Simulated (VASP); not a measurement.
VASP input:

File KPOINTS:
```
Automatic mesh
0
Gamma
11 11 11
0 0 0
```

File POSCAR:
```
MgS
1
    0.0000000000     2.6434660000     2.6434660000
    2.6434660000     0.0000000000     2.6434660000
    2.6434660000     2.6434660000     0.0000000000
Mg S
1 1
Direct
  0.0000000000   0.0000000000   0.0000000000
  0.5000000000   0.5000000000   0.5000000000
```

**INCAR**
```
SYSTEM = MgS
PREC = Accurate; ENCUT = 180; LREAL = .FALSE.
LASPH = .TRUE.
EDIFF = 1E-6; NELM = 100; ALGO = Normal
ISMEAR = 0; SIGMA = 0.01
GGA = PE
ISIF = 2
LWAVE = .FALSE.; LCHARG = .FALSE.
```

POTCAR, in this order: Mg S (PBE.64 set). Program: vasp_std.

Problem. Write an equivalent input for Ansatz.

Solution. One equivalent input (not run):
Ansatz 0.2 input:
```yaml
crystal:
  lattice:
    - [0.0000000, 2.6434660, 2.6434660]
    - [2.6434660, 0.0000000, 2.6434660]
    - [2.6434660, 2.6434660, 0.0000000]
  atoms:
    - { symbol: Mg, position: [0.0000000, 0.0000000, 0.0000000] }
    - { symbol: S, position: [0.5000000, 0.5000000, 0.5000000] }
kpoints:
  mp_grid: { grid: [11, 11, 11] }
hamiltonian:
  xc: pbe
  pseudopotentials: { kind: paw }
scf:
  occupations: { method: gaussian, width: 0.01 }
  max_iter: 100
output: { forces: true, stress: true, eigenvalues: true }
```
The two are equivalent in intent, not identical: each code has its own PAW files, so the cut-off isn't converted (ENCUT is set for VASP's; basis.ecutwfc is left out, and Ansatz then takes the one that its files recommend); Ansatz stops its SCF on the density residual and VASP on the energy change (EDIFF).

The structure comes from a computed database's MgS entry; how it stands against other phases isn't given here. The cell was not relaxed at this level, and its volume differs by +4.6 % from the start's. The run is one of a series of settings (ENCUT = 180 against the base run), some of them coarse on purpose.
